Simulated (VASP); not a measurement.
# Al32C (a cell with a defect) in VASP: further runs, part 2 of 2

VASP 6.6.1. Earlier steps stand in the parts before.

### 4 Single point, LDA

INCAR

```
SYSTEM = Al32C
PREC = Accurate ; ENCUT = 520
EDIFF = 1E-7 ; ISMEAR = 0
SIGMA = 0.15 ; LREAL = Auto
LASPH = .True. ; NELM = 100
ALGO = Fast ; ISIF = 2
LWAVE = .False. ; LCHARG = .False.
NBANDS = 72
```

KPOINTS

```
regular mesh
0
Gamma
  2 2 2
  0 0 0
```

POSCAR

```
Al32C
1.0
    8.1000000000      0.0000000000      0.0000000000
    0.0000000000      8.1000000000      0.0000000000
    0.0000000000      0.0000000000      8.1000000000
Al C
32 1
Direct
    0.5105930804      0.0004443738      0.0003852141
    0.7500287076      0.2529295521      0.0002073889
    0.7500301372      0.0002315949      0.2528927252
   -0.0108930183      0.0004261035      0.0003692083
    0.2498681051      0.2611930398      0.0003531595
    0.5026086956      0.4998665358      0.0001319431
    0.7500475122      0.7475516430      0.0000935983
    0.2498669793      0.0004111701      0.2611374178
    0.5049871346      0.2549390386      0.2549524938
    0.7498712286      0.5004019911      0.2491814133
    0.5026054549      0.0001534236      0.4998852511
    0.7498714460      0.2492330404      0.5003466503
    0.7500465386      0.0001179397      0.7475231942
   -0.0027620734      0.4998858532      0.0001688096
    0.2498502622      0.7396804191      0.0003995985
   -0.0051469490      0.2551340039      0.2551403217
    0.2499262578      0.4999034743      0.2529024291
    0.5043602725      0.7455908677      0.2541377944
   -0.0027591334      0.0001959405      0.4999019548
    0.2499233910      0.2529363809      0.4999210799
    0.4986580200      0.5004138430      0.5003576637
    0.7498635448      0.7516924391      0.5003667883
    0.2498512288      0.0004579269      0.7396315586
    0.5044624524      0.2542323044      0.7455044686
    0.7498642725      0.5004220909      0.7516201670
   -0.0045343558      0.7453818107      0.2544402903
    0.0010424739      0.5004060006      0.5003507524
    0.2499660808      0.7475422110      0.4998704041
   -0.0046357710      0.2545279558      0.7453032574
    0.2499632382      0.4998524256      0.7475104220
    0.5035587890      0.7463068868      0.7463285820
   -0.0037315973      0.7460119098      0.7460274679
    0.2497742642      1.0006693896      0.0005861317
```

Potentials or basis: VASP PAW LDA potentials, release 64 (Al, C).

The run is started by

```console
$ cat potpaw_LDA.64/Al/POTCAR potpaw_LDA.64/C/POTCAR > POTCAR
$ mpirun -np 1 vasp_std > vasp.out
```

OUTCAR:

```text
SYSTEM = Al32C
   PREC = Accurate
   ENCUT = 520
   EDIFF = 1E-7
   ISMEAR = 0
   LREAL = Auto
   LASPH = .True.
   NELM = 100
   ISIF = 2

 ion  position               nearest neighbor table
   1  0.511  0.000  0.000-  33 2.11   2 2.82   3 2.82  13 2.82   7 2.82  31 2.91  18 2.91  24 2.91
                             9 2.92   5 2.99   8 2.99  23 2.99  15 2.99
   2  0.750  0.253  0.000-   4 2.82   1 2.82  14 2.83   6 2.83  25 2.84  10 2.84  16 2.86   9 2.86
                            29 2.87  24 2.87   3 2.89  13 2.90
   3  0.750  0.000  0.253-   4 2.82   1 2.82  19 2.83  11 2.83  22 2.84  12 2.84  16 2.86   9 2.86
                            26 2.87  18 2.87   2 2.89   7 2.90
   4  0.989  0.000  0.000-  33 2.11   2 2.82   3 2.82  13 2.82   7 2.82  32 2.91  26 2.92  29 2.92
                            16 2.92  23 2.99  15 2.99   5 2.99   8 2.99
   5  0.250  0.261  0.000-  33 2.11  17 2.81  14 2.82   6 2.82  30 2.82  24 2.92  29 2.92   9 2.92
                            16 2.92  23 2.99   1 2.99   4 2.99   8 2.99
   6  0.503  0.500  0.000-   5 2.82  15 2.82   2 2.83   7 2.84  25 2.84  10 2.84  18 2.86   9 2.86
                            31 2.87  24 2.87  30 2.89  17 2.90
   7  0.750  0.748  0.000-   4 2.82   1 2.82  14 2.83   6 2.84  25 2.84  10 2.84  18 2.86  26 2.86
                            31 2.87  32 2.87  13 2.89   3 2.90
   8  0.250  0.000  0.261-  33 2.11  20 2.82  19 2.82  11 2.82  28 2.82  18 2.92  26 2.92   9 2.92
                            16 2.92  15 2.99   1 2.99   4 2.99   5 2.99
   9  0.505  0.255  0.255-  12 2.81  10 2.81  21 2.81  11 2.86   3 2.86   6 2.86   2 2.86  17 2.86
[... 32 lines left out ...]
                            27 2.88  12 2.88  21 2.88  22 2.88
  26  0.995  0.745  0.254-  10 2.81  27 2.81  22 2.82  14 2.86   7 2.86  28 2.86  17 2.86  19 2.87
                             3 2.87  15 2.91   4 2.92   8 2.92
  27  0.001  0.500  0.500-  16 2.81  29 2.81  26 2.81  32 2.81  28 2.84  30 2.84  17 2.84  20 2.84
                            10 2.88  12 2.88  25 2.88  22 2.88
  28  0.250  0.748  0.500-   8 2.82  23 2.82  17 2.83  30 2.84  21 2.84  27 2.84  32 2.86  26 2.86
                            31 2.86  18 2.86  11 2.89  19 2.89
  29  0.995  0.255  0.745-  12 2.81  27 2.81  25 2.81  19 2.86  13 2.86  30 2.86  20 2.86  14 2.87
                             2 2.87  23 2.91   4 2.92   5 2.92
  30  0.250  0.500  0.748-   5 2.82  15 2.82  20 2.83  28 2.84  21 2.84  27 2.84  32 2.86  29 2.86
                            31 2.86  24 2.86   6 2.89  14 2.89
  31  0.504  0.746  0.746-  21 2.82  25 2.82  22 2.82  30 2.86  28 2.86   6 2.87   7 2.87  11 2.87
                            13 2.87  15 2.91  23 2.91   1 2.91
[... 223 lines left out ...]
 number of electron     100.0000001 magnetization

 Free energy of the ion-electron system (eV)
  ---------------------------------------------------
  ext. energy  EPLUGINS =         0.00000000
  ---------------------------------------------------
  free energy    TOTEN  =      -143.17153798 eV

  energy without entropy =     -143.07620871  energy(sigma->0) =     -143.12387334

 E-fermi :   7.6495     XC(G=0): -10.3917

 val. band max:        7.5911730024   @ k =   0.0000   0.5000   0.0000
 cond. band min:       7.8759085289   @ k =   0.0000   0.5000   0.5000
 fundamental gap:      0.2847355265
 Fermi energy:         7.6495216537

 k-point     1 :       0.0000    0.0000    0.0000
  band No.  band energies     occupation
      1      -5.1279      2.00000
      2      -2.8984      2.00000
      3      -1.0978      2.00000
      4      -1.0976      2.00000
      5      -1.0975      2.00000
      6      -1.0460      2.00000
[... 509 lines left out ...]
     61      11.1381      0.00000
     62      11.1384      0.00000
 [bands above 62 left out]

------------------------ aborting loop because EDIFF is reached ----------------------------------------

  FORCE on cell =-STRESS in cart. coord.  units (eV):
  Direction    XX          YY          ZZ          XY          YZ          ZX
  --------------------------------------------------------------------------------------
  -------------------------------------------------------------------------------------
  Total      -12.0966815    -12.0952271    -12.0972434     -0.0038926      0.0082251     -0.0026991
  in kB      -36.4688252    -36.4644405    -36.4705192     -0.0117354      0.0247969     -0.0081373
  external PRESSURE =     -36.4679283 kB  Pullay stress =       0.0000000 kB

 VOLUME and BASIS-vectors are now :
 -----------------------------------------------------------------------------
  energy-cutoff  :      520.00
  volume of cell :      531.44
      direct lattice vectors                 reciprocal lattice vectors
     8.100000000  0.000000000  0.000000000     0.123456790  0.000000000  0.000000000
     0.000000000  8.100000000  0.000000000     0.000000000  0.123456790  0.000000000
     0.000000000  0.000000000  8.100000000     0.000000000  0.000000000  0.123456790

 POSITION                                       TOTAL-FORCE (eV/Angst)
 -----------------------------------------------------------------------------------
      4.13580      0.00360      0.00312         0.007088     -0.003097     -0.002963
      6.07523      2.04873      0.00168        -0.001889     -0.001177     -0.002593
      6.07524      0.00188      2.04843        -0.002078     -0.002868     -0.001204
      8.01177      0.00345      0.00299        -0.007343     -0.002222     -0.001620
      2.02393      2.11566      0.00286         0.001009      0.007664     -0.002344
      4.07113      4.04892      0.00107        -0.001322      0.006414     -0.001251
[... 25 lines left out ...]
      8.06977      6.04270      6.04282        -0.023361     -0.011519     -0.012548
      2.02317      0.00542      0.00475        -0.001769      0.002121      0.003213
 -----------------------------------------------------------------------------------
    total drift:                                0.001502     -0.004864     -0.003997

  FREE ENERGIE OF THE ION-ELECTRON SYSTEM (eV)
  ---------------------------------------------------
  free  energy   TOTEN  =      -143.1715379804 eV

  energy  without entropy=     -143.0762087069  energy(sigma->0) =     -143.12387334
```

It took 8.6 min on 1 thread of Intel Xeon Platinum 8259CL at 2.50GHz (Skylake/Cascade Lake), shared host; peak memory 0.46 GiB.

What came out:

| Property | Result |
| --- | --- |
| Free energy | -143.1715 eV |
| Pressure | -3.6 GPa |
| Largest force | 0.038 eV/Å |
| Band gap on the k mesh | none (metal or under the smearing width) |

Forces on the atoms (eV/Å):
```
Al   0.007 -0.003 -0.003
Al  -0.002 -0.001 -0.003
Al  -0.002 -0.003 -0.001
Al  -0.007 -0.002 -0.002
Al   0.001  0.008 -0.002
Al  -0.001  0.006 -0.001
Al  -0.002  0.002 -0.001
Al   0.001 -0.002  0.008
Al  -0.012 -0.003 -0.004
Al  -0.001  0.002 -0.006
Al  -0.002 -0.002  0.006
Al  -0.001 -0.007  0.002
Al  -0.002 -0.001  0.002
Al   0.001  0.006 -0.002
Al   0.001 -0.007 -0.003
Al   0.012 -0.008 -0.009
Al   0.001  0.006 -0.002
Al   0.005  0.000  0.016
Al   0.001 -0.003  0.006
Al   0.001 -0.002  0.005
Al  -0.001  0.004  0.003
Al  -0.001 -0.004  0.003
Al   0.001 -0.003 -0.007
Al   0.003  0.014  0.001
Al  -0.001  0.004 -0.002
Al  -0.004  0.006  0.009
Al   0.004  0.003  0.003
Al   0.000  0.002  0.006
Al  -0.002  0.007  0.007
Al   0.000  0.007  0.002
Al   0.026 -0.019 -0.020
Al  -0.023 -0.012 -0.013
C   -0.002  0.002  0.003
```

Caveat: the k mesh is coarse (spacing up to 0.39 Å⁻¹), so the values aren't converged.

### 5 Single point, LDA

INCAR

```
SYSTEM = Al32C
ALGO     = Fast           ! electronic algorithm
EDIFF    = 1E-6           ! SCF threshold, eV
ENCUT    = 520            ! plane-wave cutoff, eV
ISIF     = 2              ! what is computed and relaxed
ISMEAR   = 0              ! smearing method
LASPH    = .True.         ! aspherical terms in the spheres
LCHARG   = .False.        ! write CHGCAR
LREAL    = Auto         
LWAVE    = .False.        ! write WAVECAR
NBANDS   = 72             ! bands
NELM     = 100            ! most SCF steps
PREC     = Accurate       ! precision mode
SIGMA    = 0.15           ! smearing width, eV
```

KPOINTS

```
k-points
0
Gamma
  2 2 2
  0 0 0
```

POSCAR

```
Al32C
1.0
    8.1000000000      0.0000000000      0.0000000000
    0.0000000000      8.1000000000      0.0000000000
    0.0000000000      0.0000000000      8.1000000000
Al C
32 1
Direct
    0.5000000000      0.0000000000      0.0000000000
    0.7500000000      0.2500000000      0.0000000000
    0.7500000000      0.0000000000      0.2500000000
    0.0000000000      0.0000000000      0.0000000000
    0.2500000000      0.2500000000      0.0000000000
    0.5000000000      0.5000000000      0.0000000000
    0.7500000000      0.7500000000      0.0000000000
    0.2500000000      0.0000000000      0.2500000000
    0.5000000000      0.2500000000      0.2500000000
    0.7500000000      0.5000000000      0.2500000000
    0.5000000000      0.0000000000      0.5000000000
    0.7500000000      0.2500000000      0.5000000000
    0.7500000000      0.0000000000      0.7500000000
    0.0000000000      0.5000000000      0.0000000000
    0.2500000000      0.7500000000      0.0000000000
    0.0000000000      0.2500000000      0.2500000000
    0.2500000000      0.5000000000      0.2500000000
    0.5000000000      0.7500000000      0.2500000000
    0.0000000000      0.0000000000      0.5000000000
    0.2500000000      0.2500000000      0.5000000000
    0.5000000000      0.5000000000      0.5000000000
    0.7500000000      0.7500000000      0.5000000000
    0.2500000000      0.0000000000      0.7500000000
    0.5000000000      0.2500000000      0.7500000000
    0.7500000000      0.5000000000      0.7500000000
    0.0000000000      0.7500000000      0.2500000000
    0.0000000000      0.5000000000      0.5000000000
    0.2500000000      0.7500000000      0.5000000000
    0.0000000000      0.2500000000      0.7500000000
    0.2500000000      0.5000000000      0.7500000000
    0.5000000000      0.7500000000      0.7500000000
    0.0000000000      0.7500000000      0.7500000000
    0.2470266700      1.0091435800      0.0079296000
```

Potentials or basis: VASP PAW LDA potentials, release 64 (Al, C).

The run is started by

```console
$ cat potpaw_LDA.64/Al/POTCAR potpaw_LDA.64/C/POTCAR > POTCAR
$ mpirun -np 1 vasp_std > vasp.out
```

OUTCAR:

```text
SYSTEM = Al32C
   EDIFF = 1E-6
   ENCUT = 520
   ISIF = 2
   ISMEAR = 0
   LASPH = .True.
   LREAL = Auto
   NELM = 100
   PREC = Accurate

 ion  position               nearest neighbor table
   1  0.500  0.000  0.000-  33 2.05   3 2.86   5 2.86   7 2.86   8 2.86   9 2.86  13 2.86  15 2.86
                            18 2.86  23 2.86  24 2.86  31 2.86   2 2.86
   2  0.750  0.250  0.000-   1 2.86   3 2.86   4 2.86   6 2.86   9 2.86  10 2.86  13 2.86  14 2.86
                            16 2.86  24 2.86  25 2.86  29 2.86
   3  0.750  0.000  0.250-   1 2.86   2 2.86   4 2.86   7 2.86   9 2.86  11 2.86  12 2.86  16 2.86
                            18 2.86  19 2.86  22 2.86  26 2.86
   4  0.000  0.000  0.000-  33 2.00   3 2.86   5 2.86   7 2.86   8 2.86  13 2.86  15 2.86  16 2.86
                            23 2.86  26 2.86  29 2.86  32 2.86   2 2.86
   5  0.250  0.250  0.000-  33 1.95   4 2.86   6 2.86   8 2.86   9 2.86  14 2.86  16 2.86  17 2.86
                            23 2.86  24 2.86  29 2.86  30 2.86   1 2.86
   6  0.500  0.500  0.000-   2 2.86   5 2.86   7 2.86   9 2.86  10 2.86  15 2.86  17 2.86  18 2.86
                            24 2.86  25 2.86  30 2.86  31 2.86
   7  0.750  0.750  0.000-   1 2.86   3 2.86   4 2.86   6 2.86  10 2.86  13 2.86  14 2.86  18 2.86
                            25 2.86  26 2.86  31 2.86  32 2.86
[... 806 lines left out ...]
     61      11.0871      0.00000
     62      11.0895      0.00000
 [bands above 62 left out]

------------------------ aborting loop because EDIFF is reached ----------------------------------------

  FORCE on cell =-STRESS in cart. coord.  units (eV):
  Direction    XX          YY          ZZ          XY          YZ          ZX
  --------------------------------------------------------------------------------------
  -------------------------------------------------------------------------------------
  Total      -10.6897371    -10.3306381    -10.4326792      0.0385250     -0.1059750      0.0323618
  in kB      -32.2271981    -31.1445939    -31.4522253      0.1161444     -0.3194913      0.0975637
  external PRESSURE =     -31.6080058 kB  Pullay stress =       0.0000000 kB

 VOLUME and BASIS-vectors are now :
 -----------------------------------------------------------------------------
  energy-cutoff  :      520.00
  volume of cell :      531.44
      direct lattice vectors                 reciprocal lattice vectors
     8.100000000  0.000000000  0.000000000     0.123456790  0.000000000  0.000000000
     0.000000000  8.100000000  0.000000000     0.000000000  0.123456790  0.000000000
     0.000000000  0.000000000  8.100000000     0.000000000  0.000000000  0.123456790

 POSITION                                       TOTAL-FORCE (eV/Angst)
 -----------------------------------------------------------------------------------
      4.05000      0.00000      0.00000         0.803614     -0.054524     -0.047398
      6.07500      2.02500      0.00000         0.006107      0.106519      0.011531
      6.07500      0.00000      2.02500         0.006066      0.013245      0.106399
      0.00000      0.00000      0.00000        -1.140022     -0.065640     -0.057038
      2.02500      2.02500      0.00000         0.026926      1.612840     -0.071917
      4.05000      4.05000      0.00000         0.102095     -0.017635      0.010394
[... 25 lines left out ...]
      0.00000      6.07500      6.07500        -0.108186     -0.126118     -0.124548
      2.00092      0.07406      0.06423         0.291464     -0.932933     -0.796614
 -----------------------------------------------------------------------------------
    total drift:                                0.001564     -0.000015      0.002492

  FREE ENERGIE OF THE ION-ELECTRON SYSTEM (eV)
  ---------------------------------------------------
  free  energy   TOTEN  =      -142.7803507368 eV

  energy  without entropy=     -142.6542158389  energy(sigma->0) =     -142.71728329
```

OSZICAR:

```text
N       E                     dE             d eps       ncg     rms          rms(c)
DAV:   1     0.140666265704E+03    0.14067E+03   -0.35549E+04  1152   0.112E+03
DAV:   2    -0.127273621060E+03   -0.26794E+03   -0.25229E+03  1360   0.153E+02
DAV:   3    -0.146274791848E+03   -0.19001E+02   -0.18203E+02  1416   0.330E+01
DAV:   4    -0.146726479112E+03   -0.45169E+00   -0.44812E+00  1352   0.550E+00
DAV:   5    -0.146731586603E+03   -0.51075E-02   -0.51051E-02  1376   0.660E-01    0.118E+01
RMM:   6    -0.143656547148E+03    0.30750E+01   -0.14459E+01  1272   0.569E+00    0.554E+00
RMM:   7    -0.142987515795E+03    0.66903E+00   -0.10348E+00  1179   0.226E+00    0.338E+00
RMM:   8    -0.142810486165E+03    0.17703E+00   -0.20960E-01  1235   0.109E+00    0.865E-01
RMM:   9    -0.142781111958E+03    0.29374E-01   -0.28747E-02  1339   0.438E-01    0.344E-01
RMM:  10    -0.142780646151E+03    0.46581E-03   -0.58241E-03  1386   0.198E-01    0.218E-01
RMM:  11    -0.142780397686E+03    0.24846E-03   -0.15090E-03  1318   0.964E-02    0.663E-02
RMM:  12    -0.142780347863E+03    0.49823E-04   -0.23819E-04  1370   0.401E-02    0.459E-02
RMM:  13    -0.142780351215E+03   -0.33524E-05   -0.37004E-05  1400   0.179E-02    0.214E-02
RMM:  14    -0.142780350737E+03    0.47855E-06   -0.53579E-06  1130   0.734E-03
   1 F= -.14278035E+03 E0= -.14271728E+03  d E =-.126135E+00
```

It took 6.2 min on 1 thread of Intel Xeon Platinum 8259CL at 2.50GHz (Skylake/Cascade Lake), shared host; peak memory 0.45 GiB.

Results:

```
Free energy            : -142.7804 eV
Pressure               : -3.2 GPa
Largest force          : 1.615 eV/Å
Band gap on the k mesh : none (metal or under the smearing width)
```

Forces on the atoms (eV/Å):
```
Al   0.804 -0.055 -0.047
Al   0.006  0.107  0.012
Al   0.006  0.013  0.106
Al  -1.140 -0.066 -0.057
Al   0.027  1.613 -0.072
Al   0.102 -0.018  0.010
Al   0.006 -0.100  0.010
Al   0.026 -0.079  1.508
Al   0.229  0.209  0.211
Al   0.002 -0.006 -0.134
Al   0.103  0.012 -0.015
Al   0.002 -0.135 -0.005
Al   0.006  0.011 -0.101
Al  -0.104 -0.018  0.011
Al   0.015 -0.548 -0.041
Al  -0.244  0.234  0.236
Al  -0.004 -0.019  0.105
Al   0.155 -0.164  0.137
Al  -0.105  0.013 -0.016
Al  -0.004  0.105 -0.016
Al  -0.119 -0.007 -0.006
Al   0.003  0.113 -0.007
Al   0.016 -0.048 -0.592
Al   0.164  0.145 -0.172
Al   0.002 -0.008  0.114
Al  -0.169 -0.187  0.161
Al   0.126 -0.006 -0.006
Al  -0.004 -0.099 -0.015
Al  -0.179  0.169 -0.195
Al  -0.004 -0.017 -0.099
Al   0.096 -0.105 -0.103
Al  -0.108 -0.126 -0.125
C    0.291 -0.933 -0.797
```

Stress tensor (GPa, compression positive):
```
-3.22  0.01  0.01
 0.01 -3.11 -0.03
 0.01 -0.03 -3.15
```

Caveat: the k mesh is coarse (spacing up to 0.39 Å⁻¹), so the values aren't converged.
